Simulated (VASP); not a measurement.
Data:

```yaml
crystal:
  lattice:
    - [3.85950, 0.00000, 0.00000]
    - [-1.92975, 3.34243, 0.00000]
    - [0.00000, 0.00000, 6.37267]
  atoms:
    - { symbol: Be, position: [0.33333, 0.66667, 0.00076] }
    - { symbol: Be, position: [0.66667, 0.33333, 0.50076] }
    - { symbol: Te, position: [0.33333, 0.66667, 0.37424] }
    - { symbol: Te, position: [0.66667, 0.33333, 0.87424] }
```

Computed with PBEsol GGA, VASP's PBE PAW potentials (set 64) (plane waves; VASP). Settings: 500 eV cut-off, 7×7×4 Γ-centred mesh, Gaussian smearing of 0.050 eV, potentials Be Te.

Problem. Estimate the energy per atom (σ→0), pressure.

Solution. 
- energy per atom (σ→0): -4.081 eV/atom
- pressure: 5.02 GPa

Total energies compare only between runs with the same potentials, cut-off and functional.

The structure was generated: BeTe was put into the wurtzite type (P6_3mc), which need not be its known phase. It was relaxed first under an external pressure of 5 GPa.
